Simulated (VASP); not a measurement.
Consider the following.

```xyz
2
Lattice="0.0000 2.7250 2.7250 2.7250 0.0000 2.7250 2.7250 2.7250 0.0000" Properties=species:S:1:pos:R:3 pbc="T T T"
Al     0.0000     0.0000     0.0000
P      1.3625     1.3625     1.3625
```

The numbers are results of PBE GGA with D3 dispersion (Becke-Johnson damping), VASP's PBE PAW potentials (set 64) (plane waves; VASP), not measurements. Numerical set-up: 520 eV cut-off, Gaussian smearing of 0.050 eV, potentials Al P.

Q: What does the run give for the band gap (along the path) with the smallest direct gap where there is one?

A: 
| Quantity | Value |
|---|---|
| band gap (along the path) | 1.57 eV |
| smallest direct gap (along the path) | 3.35 eV |

The compound is AlP in the zinc blende structure. It was relaxed first.
